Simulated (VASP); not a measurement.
Given:

```
I
1.0
   -2.01475     2.01475     2.01475
    2.01475    -2.01475     2.01475
    2.01475     2.01475    -2.01475
I
1
Direct
  0.00000   0.00000   0.00000
```

Level of theory: PBEsol GGA, VASP's PBE PAW potentials (set 64) (plane waves; VASP 6.6.1). Settings: 400 eV cut-off, 14×14×14 Γ-centred mesh, tetrahedra with Blöchl corrections, potentials I.

### Question
The job: I (relaxed from the bcc structure, space group Im-3m), 1 atom, PBEsol, static run, 400 eV, 14×14×14 Γ-centred mesh. Roughly how much core time does it take on a busy server core?

### Answer
About 7 core-seconds (one run on a shared machine, a rough figure). It had 104 irreducible k-points, 7 bands, up to 610 plane waves and 11 electronic steps.

The structure was generated: I was put into the bcc type (Im-3m), which need not be its known phase. It was relaxed first, which changed the volume by -7 %.
